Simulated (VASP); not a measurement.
The system is MgZr2O3.

```
Mg Zr O
1.0
     4.26798    0.00000    0.00000
     0.00000    4.26798    0.00000
     0.00000    0.00000    4.68462
Mg Zr O
1 2 3
Direct
  0.00000 0.00000 0.00000
  0.00000 0.00000 0.50000
  0.50000 0.50000 0.50000
  0.00000 0.50000 0.50000
  0.50000 0.00000 0.50000
  0.50000 0.50000 0.00000
```

The cell was built by a generator and needn't be a form met in nature.

| Property | Result |
| --- | --- |
| Program | VASP 6.6.1 |
| Task | relaxation of cell and atoms |
| Functional | PBE |
| Potentials or basis | VASP PAW PBE potentials, release 64 (Mg, Zr_sv, O) |
| Cutoff | 520 eV |
| k mesh | 3 × 3 × 3 |
| Occupations | gaussian, width 0.15 eV |
| Spin | no spin polarisation |

At the start: pressure 14.3 GPa; volume 14.22 Å³/atom.

Problem. Where does the relaxation end?

Solution. Over 6 steps the energy falls by 115.7 meV/atom and the volume is 16.13 Å³/atom (+13.4 %); space group P4/mmm (No. 123, to 0.05 Å).

Step by step:
```tsv
step	energy change (eV)	largest force (eV/Å)	pressure (GPa)	volume (Å³)
1	0.0000	0.0000	14.26	85.33
2	-0.4975	0.0000	-7.51	101.79
3	-0.5833	0.0000	-2.48	96.58
4	-0.6859	0.0000	1.84	95.45
5	-0.6914	0.0000	0.98	95.66
6	-0.6944	0.0000	-0.19	96.81
```

Final structure:
```cif
data_structure
_symmetry_space_group_name_H-M 'P 1'
_symmetry_Int_Tables_number 1
_cell_length_a 4.3057
_cell_length_b 4.3057
_cell_length_c 5.2219
_cell_angle_alpha 90.000
_cell_angle_beta 90.000
_cell_angle_gamma 90.000
_cell_volume 96.81
loop_
_atom_site_label
_atom_site_type_symbol
_atom_site_fract_x
_atom_site_fract_y
_atom_site_fract_z
_atom_site_occupancy
Mg1 Mg 0.00000 0.00000 0.00000 1
Zr1 Zr 0.00000 0.00000 0.50000 1
Zr2 Zr 0.50000 0.50000 0.50000 1
O1 O 0.00000 0.50000 0.50000 1
O2 O 0.50000 0.00000 0.50000 1
O3 O 0.50000 0.50000 0.00000 1
```

Caveat: the k mesh is coarse (spacing up to 0.49 Å⁻¹), so the values aren't converged.
